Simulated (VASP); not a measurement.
All values below come from r2SCAN meta-GGA, VASP's PBE PAW potentials (set 64) (plane waves; VASP).

A VASP calculation is set up with these files.

**POSCAR**
```
Zn
1
    1.3142891907    -2.2764161215     0.0000000000
    1.3142891907     2.2764161215    -0.0000000000
    0.0000000000     0.0000000000     4.5351013616
Zn
2
Direct
  0.3333330000   0.6666670000   0.2500000000
  0.6666670000   0.3333330000   0.7500000000
```

File KPOINTS:
```
kpoints
0
gamma
 14 14 8
0 0 0
```

INCAR:
```
SYSTEM=Zn
PREC=Accurate; ENCUT=480; LREAL=.False.
LASPH=.True.
EDIFF=1E-7; NELM=100; ALGO=Normal
LMAXMIX=4; LMIXTAU=.True.
ISMEAR=1; SIGMA=0.1
METAGGA=R2SCAN
IBRION=2; NSW=40; ISIF=3
EDIFFG=-0.01; PSTRESS=50
LWAVE=.False.; LCHARG=.False.
```

POTCAR, in this order: Zn (PBE.64 set). Program: vasp_std.

What VASP printed:

File OSZICAR:
```
       N       E                     dE             d eps       ncg     rms          rms(c)
DAV:   1     0.744299675586E+02    0.74430E+02   -0.12712E+04  3928   0.240E+03
DAV:   2    -0.180606365608E+02   -0.92491E+02   -0.91161E+02  3920   0.301E+02
DAV:   3    -0.207560998060E+02   -0.26955E+01   -0.26918E+01  4704   0.642E+01
DAV:   4    -0.207637078849E+02   -0.76081E-02   -0.76078E-02  4616   0.339E+00
DAV:   5    -0.207637196049E+02   -0.11720E-04   -0.11720E-04  4632   0.109E-01    0.525E+00
DAV:   6    -0.181533821445E+02    0.26103E+01   -0.27768E+00  3928   0.376E+01    0.485E+00
DAV:   7    -0.176804652815E+02    0.47292E+00   -0.27876E-01  4528   0.104E+01    0.244E+00
DAV:   8    -0.177687917784E+02   -0.88326E-01   -0.10449E-01  4256   0.377E+00    0.411E-01
DAV:   9    -0.177813907069E+02   -0.12599E-01   -0.19664E-02  4048   0.170E+00    0.150E-01
DAV:  10    -0.177802797825E+02    0.11109E-02   -0.13006E-02  4560   0.202E+00    0.982E-02
DAV:  11    -0.177803273826E+02   -0.47600E-04   -0.64947E-03  4144   0.677E-01    0.753E-02
DAV:  12    -0.177808053054E+02   -0.47792E-03   -0.23343E-04  4328   0.142E-01    0.740E-02
DAV:  13    -0.177827673357E+02   -0.19620E-02   -0.83817E-04  3968   0.339E-01    0.173E-02
DAV:  14    -0.177828872621E+02   -0.11993E-03   -0.68554E-05  4512   0.861E-02    0.101E-02
DAV:  15    -0.177828913803E+02   -0.41182E-05   -0.10875E-05  4448   0.443E-02    0.593E-03
DAV:  16    -0.177828893576E+02    0.20228E-05   -0.22359E-06  4496   0.330E-02    0.245E-03
DAV:  17    -0.177828882524E+02    0.11052E-05   -0.28150E-07  3616   0.583E-03    0.935E-04
DAV:  18    -0.177828873823E+02    0.87010E-06   -0.49430E-08  2472   0.289E-03    0.370E-04
DAV:  19    -0.177828881584E+02   -0.77608E-06   -0.30601E-08  2176   0.212E-03    0.841E-05
DAV:  20    -0.177828880799E+02    0.78432E-07   -0.53611E-09  2120   0.690E-04
   1 F= -.16936014E+02 E0= -.16936085E+02  d E =-.169360E+02
       N       E                     dE             d eps       ncg     rms          rms(c)
DAV:   1    -0.177840623772E+02   -0.11742E-02   -0.42967E-02  3936   0.412E+00    0.433E-01
DAV:   2    -0.177809921230E+02    0.30703E-02   -0.10949E-02  4384   0.252E+00    0.156E-01
DAV:   3    -0.177805831791E+02    0.40894E-03   -0.18647E-04  4136   0.247E-01    0.853E-02
DAV:   4    -0.177804064659E+02    0.17671E-03   -0.21831E-04  5016   0.234E-01    0.977E-03
DAV:   5    -0.177804271286E+02   -0.20663E-04   -0.49111E-05  4088   0.896E-02    0.411E-03
DAV:   6    -0.177804281235E+02   -0.99484E-06   -0.12458E-06  4496   0.101E-02    0.203E-03
DAV:   7    -0.177804231490E+02    0.49745E-05   -0.34277E-07  3576   0.827E-03    0.500E-04
DAV:   8    -0.177804270761E+02   -0.39271E-05   -0.14877E-07  3088   0.527E-03    0.288E-04
DAV:   9    -0.177804262006E+02    0.87549E-06   -0.10430E-08  2088   0.159E-03    0.163E-04
DAV:  10    -0.177804265007E+02   -0.30016E-06   -0.48981E-09  2024   0.757E-04    0.143E-04
DAV:  11    -0.177804257502E+02    0.75056E-06   -0.16306E-09  2008   0.704E-04    0.259E-05
DAV:  12    -0.177804258796E+02   -0.12946E-06   -0.91873E-11  1976   0.154E-04    0.129E-05
DAV:  13    -0.177804258825E+02   -0.28863E-08   -0.29314E-11  1968   0.803E-05
   2 F= -.16936211E+02 E0= -.16936320E+02  d E =-.197178E-03
       N       E                     dE             d eps       ncg     rms          rms(c)
DAV:   1    -0.177804579429E+02   -0.32063E-04   -0.60072E-06  3936   0.489E-02    0.510E-03
DAV:   2    -0.177804550799E+02    0.28629E-05   -0.15068E-06  4360   0.294E-02    0.184E-03
DAV:   3    -0.177804559489E+02   -0.86899E-06   -0.21737E-08  2040   0.277E-03    0.100E-03
DAV:   4    -0.177804558599E+02    0.89007E-07   -0.29341E-08  1984   0.293E-03
   3 F= -.16936209E+02 E0= -.16936318E+02  d E =-.195782E-03
       N       E                     dE             d eps       ncg     rms          rms(c)
DAV:   1    -0.177810353838E+02   -0.57943E-03   -0.40685E-03  4552   0.795E-01    0.989E-02
DAV:   2    -0.177808350846E+02    0.20030E-03   -0.31130E-04  4792   0.396E-01    0.526E-02
DAV:   3    -0.177808136795E+02    0.21405E-04   -0.22533E-05  4920   0.107E-01    0.204E-02
DAV:   4    -0.177808016954E+02    0.11984E-04   -0.18985E-05  5064   0.675E-02    0.313E-03
DAV:   5    -0.177808062161E+02   -0.45207E-05   -0.25581E-06  4240   0.196E-02    0.256E-03
DAV:   6    -0.177808061174E+02    0.98758E-07   -0.16592E-07  3208   0.387E-03
   4 F= -.16936209E+02 E0= -.16936325E+02  d E =0.645866E-06
```

**OUTCAR**
```
------------------------ aborting loop because EDIFF is reached ----------------------------------------
  FORCE on cell =-STRESS in cart. coord.  units (eV):
  Direction    XX          YY          ZZ          XY          YZ          ZX
  --------------------------------------------------------------------------------------
  Total        0.8411532      0.8411535      0.8434247      0.0000000     -0.0000000      0.0000000
  in kB       49.7961070     49.7961293     49.9305839      0.0000000     -0.0000000      0.0000000
  external PRESSURE =      -0.1590599 kB  Pullay stress =      50.0000000 kB
  volume of cell :       27.06
      direct lattice vectors                 reciprocal lattice vectors
     1.314295805 -2.276427619 -0.000000000     0.380431862 -0.219642389  0.000000000
     1.314295805  2.276427619  0.000000000     0.380431862  0.219642389 -0.000000000
     0.000000000  0.000000000  4.522861654     0.000000000 -0.000000000  0.221098958
 POSITION                                       TOTAL-FORCE (eV/Angst)
 -----------------------------------------------------------------------------------
      1.31430      0.75881      1.13072        -0.000000      0.000000     -0.000000
      1.31430     -0.75881      3.39215         0.000000     -0.000000      0.000000
 -----------------------------------------------------------------------------------
    total drift:                                0.000000      0.000059      0.000004
  FREE ENERGIE OF THE ION-ELECTRON SYSTEM (eV)
  ---------------------------------------------------
  free  energy   TOTEN  =       -17.7808061174 eV

  energy  without entropy=      -17.7811554863  energy(sigma->0) =      -17.78092257
  enthalpy is  TOTEN    =       -16.9362088166 eV   P V=        0.8445973008

 reached required accuracy - stopping structural energy minimisation
```
(Selected blocks of OUTCAR.)

File CONTCAR:
```
Zn
   1.00000000000000
     1.3142958050941616   -2.2764276192887958   -0.0000000000000000
     1.3142958050941616    2.2764276192887958    0.0000000000000000
     0.0000000000000000    0.0000000000000000    4.5228616536964843
  Zn
     2
Direct
     0.3333330000000032    0.6666669999999968    0.2500000000000000
     0.6666669999999968    0.3333330000000032    0.7500000000000000
```

**OUTCAR**
```
 val. band max:        3.8871133594   @ k =   0.3571   0.2857   0.5000

 cond. band min:       4.0445227926   @ k =   0.2857   0.0714   0.0000


 Fermi energy:         4.0053199986

 k-point     1 :       0.0000    0.0000    0.0000
  band No.  band energies     occupation
      1      -8.0126      2.00000
      2      -5.5324      2.00000
      3      -4.5951      2.00000
      4      -4.4345      2.00000
      5      -4.4343      2.00000
      6      -4.3430      2.00000
      7      -4.3429      2.00000
      8      -4.0800      2.00000
      9      -4.0799      2.00000
     10      -3.7131      2.00000
     11      -3.7130      2.00000
     12      -0.1673      2.00000
     13       1.8835      2.00000
     14      22.2027      0.00000
     15      22.2029      0.00000
     16      22.4502      0.00000

 k-point     2 :       0.0714    0.0000    0.0000
  band No.  band energies     occupation
      1      -7.8509      2.00000
      2      -5.4672      2.00000
      3      -4.5959      2.00000
      4      -4.4354      2.00000
      5      -4.3947      2.00000
      6      -4.3591      2.00000
      7      -4.3066      2.00000
      8      -4.1154      2.00000
      9      -4.0989      2.00000
     10      -3.8221      2.00000
     11      -3.7077      2.00000
     12       0.1163      2.00000
     13       1.9671      2.00000
     14      19.4485      0.00000
     15      20.7589      0.00000
     16      22.3161      0.00000

 k-point     3 :       0.1429   -0.0000    0.0000
  band No.  band energies     occupation
      1      -7.3759      2.00000
      2      -5.3013      2.00000
      3      -4.6226      2.00000
      4      -4.4389      2.00000
      5      -4.3527      2.00000
      6      -4.2820      2.00000
      7      -4.2600      2.00000
      8      -4.2035      2.00000
      9      -4.1487      2.00000
     10      -4.0156      2.00000
     11      -3.6960      2.00000
     12       0.8749      2.00000
     13       2.2336      2.00000
...
```

The compound is Zn in the hcp structure. This run relaxes it under an external pressure of 5 GPa. Symmetry was kept, so distortions that lower it aren't found.
